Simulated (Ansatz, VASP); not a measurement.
# PNO: VASP beside Ansatz, part 2 of 2

Wanted: the spread between two codes on one cell, functional and k mesh. The cell is taken from a series of runs on this material, whose earlier steps may have relaxed, scaled, displaced or heated it; both programs get it as it stands.

VASP 6.6.1 and Ansatz 0.2.0.

So far. Step 2 (VASP: single point, LDA, pair 1): The run ends at a pressure of -1.40 GPa, with forces up to 0.086 eV/Å.

## (5) Ansatz: single point, LDA, pair 2

Level of this step: Ansatz beside VASP: Kohn-Sham DFT, plane waves, LDA (Ansatz).

A single point gives forces, pressure and levels at one fixed geometry, so differences don't come from the geometry; what else differs is listed under the comparison.

The cell is taken from a series of runs on this material, whose earlier steps may have relaxed, scaled, displaced or heated it; both programs get it as it stands.

input.yaml

```yaml
crystal:
  lattice:
    - [3.278002254, -3.2861133804, 0.0]
    - [3.278002254, 3.2861133804, 0.0]
    - [-3.0285518603, 0.0, 3.4888659548]
  atoms:
    - { symbol: P, position: [0.7304096, 0.01031392, 0.00016709] }
    - { symbol: P, position: [0.01031392, 0.7304096, 0.50016709] }
    - { symbol: "N", position: [0.74286473, 0.38254462, 0.24963269] }
    - { symbol: "N", position: [0.38254462, 0.74286473, 0.74963269] }
    - { symbol: O, position: [0.88308961, 0.00077752, 0.75020022] }
    - { symbol: O, position: [0.00077752, 0.88308961, 0.25020022] }
kpoints:
  mp_grid: { grid: [4, 4, 4] }
  band_path:
    path:
      - [[0.0, 0.0, 0.0], [0.0, 0.0, -0.5], [-0.28073587, 0.28073587, -0.5]]
      - [[0.28073587, 0.71926413, -0.5], [0.5, 0.5, -0.5], [0.0, 0.0, 0.0], [-0.5, 0.5, 0.0]]
      - [[0.0, 0.5, -0.5], [0.0, 0.0, 0.0], [0.0, 0.5, 0.0]]
    npoints: 10
hamiltonian:
  xc: lda
scf:
  occupations: { method: fermi_dirac, width: 0.02 }
  n_extra_bands: 39
output:
  eigenvalues: true
  forces: true
  stress: true
  fatbands: true
  write_density: true
  write_potential: true
  elf: true
  volumetric_format: npy
```

Started as:

```sh
> ansatz run input.yaml --threads 8 --pin off --max-ram 14745MiB --backend cpu --events-out ev --progress --plain --runs-dir out
```

Numbers of over 12 decimals in the logs are rounded to 6 here.

Log:

```text
[...]
Crystal: 6 atoms, lattice volume = 75.163 Å³
Basis set: ecut = 420 eV, 1455 PW (Γ)
Bands: 55, of which v1, the nominal top of the filled ones, is band 16 counted from 1 (15 counted from 0)
Symmetry: 2 space group operations
[...]
k-points: 24 of 64 (time reversal used)
[...]
k-point 0: bands = [... 12 lower, 2.0562, 2.1715, 3.4163, 3.4616, 9.0186, 9.4463, 11.4966, 12.2559, ... 35 higher]
  k-point 1: bands = [... 12 lower, 1.8772, 2.1110, 3.2018, 3.3005, 9.8490, 10.6501, 11.2642, 12.1339, ... 35 higher]
  k-point 2: bands = [... 12 lower, 1.9133, 1.9133, 3.1325, 3.1325, 11.0059, 11.0059, 12.2200, 12.2200, ... 35 higher]
  k-point 23: bands = [... 12 lower, 2.6249, 2.6249, 3.0668, 3.0668, 10.4329, 10.4329, 11.6796, 11.6796, ... 35 higher]
[key lines of the parts left out:]
SCF converged after 7 iterations
Free energy (F): -3312.534796 eV
Fermi energy:    6.509387 eV
P = ⅓ Tr σ = -0.1231 GPa (-1.231 kbar)
```

## (6) VASP: single point, LDA, pair 2

The same cell, functional (in two slightly different forms), mesh and smearing now go to VASP, with its own data sets.

INCAR

```
SYSTEM = PNO
PREC = Accurate
ENCUT = 600
EDIFF = 1E-06
NELM = 120
ISMEAR = -1
SIGMA = 0.02
LREAL = .FALSE.
ALGO = Normal
GGA = PW92
NBANDS = 22
LORBIT = 11
LWAVE = .FALSE.
LCHARG = .FALSE.
ISIF = 2
LASPH = .TRUE.
GGA_COMPAT = .FALSE.
EFERMI = MIDGAP
KPAR = 2
```

POSCAR

```
PNO
1.0
    3.2780022540     -3.2861133804      0.0000000000
    3.2780022540      3.2861133804      0.0000000000
   -3.0285518603      0.0000000000      3.4888659548
P N O
2 2 2
Direct
    0.7304096000      0.0103139200      0.0001670900
    0.0103139200      0.7304096000      0.5001670900
    0.7428647300      0.3825446200      0.2496326900
    0.3825446200      0.7428647300      0.7496326900
    0.8830896100      0.0007775200      0.7502002200
    0.0007775200      0.8830896100      0.2502002200
```

KPOINTS

```
Automatic mesh
0
Gamma
4 4 4
0 0 0
```

PAW data sets: P, N and O (LDA family, release 64).

Started as:

```sh
> mpirun -np 2 vasp_std
```

Log:

```text
[banner, memory and clock lines left out]
running    2 mpi-ranks, on    1 nodes
[...]
[... a notice as in an earlier step ...]

 LDA part: xc-table for (Slater(with rela. corr.)+PW92), standard interpolation
 POSCAR, INCAR and KPOINTS ok, starting setup
[...]
entering main loop
       N       E                     dE             d eps       ncg     rms          rms(c)
DAV:   1     0.191932805067E+03    0.19193E+03   -0.18071E+04  1056   0.150E+03
DAV:   2    -0.445075570650E+02   -0.23644E+03   -0.22786E+03  1464   0.307E+02
DAV:   3    -0.564625734405E+02   -0.11955E+02   -0.11890E+02  1344   0.746E+01
DAV:   4    -0.566005160422E+02   -0.13794E+00   -0.13772E+00  1334   0.884E+00
[...]
DAV:  12    -0.493198739734E+02   -0.69092E-05   -0.20588E-05  1326   0.388E-02    0.159E-02
DAV:  13    -0.493198753279E+02   -0.13545E-05   -0.30356E-06  1128   0.133E-02    0.694E-03
DAV:  14    -0.493198751851E+02    0.14278E-06   -0.55727E-07   864   0.621E-03
   1 F= -.49319875E+02 E0= -.49319875E+02  d E =0.000000E+00
```

Parts of OUTCAR (step 6):

```text
  Total       -0.7310961     -0.8397703     -0.6912024      0.0000000      0.0000000      0.2340229
  in kB      -15.5840009    -17.9004933    -14.7336289      0.0000000      0.0000000      4.9884189
  external PRESSURE =     -16.0727077 kB  Pullay stress =       0.0000000 kB

 POSITION                                       TOTAL-FORCE (eV/Angst)
 -----------------------------------------------------------------------------------
      2.42759     -2.36632      0.00058         0.003443     -0.032979      0.003196
      0.91331      2.36632      1.74502         0.003443      0.032979      0.003196
      2.93307     -1.18405      0.87093         0.050190     -0.072034     -0.010287
      1.41879      1.18405      2.61537         0.050190      0.072034     -0.010287
      0.62530     -2.89938      2.61735        -0.053633     -0.045511      0.007092
      2.13957      2.89938      0.87292        -0.053633      0.045511      0.007092
 -----------------------------------------------------------------------------------
    total drift:                               -0.000379     -0.000000      0.000102

  FREE ENERGIE OF THE ION-ELECTRON SYSTEM (eV)
  ---------------------------------------------------
  free  energy   TOTEN  =       -49.3198751851 eV

  energy  without entropy=      -49.3198751851  energy(sigma->0) =      -49.31987519

[... 1 part as in an earlier step ...]

[... 2 further parts left out ...]
[key lines of the parts left out:]
E-fermi :   4.8586
```

The run ends at a pressure of -1.61 GPa, with forces up to 0.088 eV/Å.

## (7) Differences

What differs besides the data sets and the points named for the pairs above, as far as they apply: the cutoff is 420 eV in Ansatz and 600 eV in VASP. Total energies have different zeros and are not compared.

Compared:

```
              quantity  Ansatz   VASP  difference
        pressure (GPa)   -0.12  -1.61       +1.48
gap on the k mesh (eV)   5.019  4.978      +0.040
```

Forces (eV/Å; atoms numbered as in POSCAR):

```
atom          Ansatz x, y, z           VASP x, y, z
  P1    0.009, -0.098, 0.004   0.003, -0.033, 0.003
  P2     0.009, 0.098, 0.004    0.003, 0.033, 0.003
  N3   -0.042, 0.031, -0.014  0.050, -0.072, -0.010
  N4  -0.042, -0.031, -0.014   0.050, 0.072, -0.010
  O5     0.033, 0.029, 0.010  -0.054, -0.046, 0.007
  O6    0.033, -0.029, 0.010   -0.054, 0.046, 0.007
```

The forces differ by 64 meV/Å r.m.s., which is 162.1 % of the r.m.s. force of 0.039 eV/Å (both taken over all components). A gap on the mesh is an upper bound, since the band edges may lie between its points.

## (8) Outcome

```
difference in gap on the k mesh (single point, LDA, pair 1) : 0.041 eV
r.m.s. force difference (single point, LDA, pair 2)         : 64 meV/Å
difference in pressure (single point, LDA, pair 2)          : 1.5 GPa
difference in gap on the k mesh (single point, LDA, pair 2) : 0.040 eV
```

The r.m.s. force difference is 64 meV/Å (single point, LDA, pair 2), beyond the 12 meV/Å picked in this series as the mark of a large difference. By the marks of this series, far apart in the single point, LDA, pair 2 pair: the r.m.s. force difference, 64 meV/Å and the difference in pressure, 1.5 GPa. What causes the difference of the single point, LDA, pair 2 pair stays open here. Such differences can come from data sets, numerical settings and the points named under the comparisons, not from the functional's error against experiment.

[Lines on the potential files, build, host, timing and source positions are cut from VASP's logs without a mark.]

[Logs are printed without paths, hosts, clocks, repeated set-up lines and the standing remarks that a program may print on its own settings, such as how far it seeks lower states.]

[Hosts, paths, dates, database ids (printed as entryN), source tags and the programs' standing remarks are cut or masked in the printed files.]
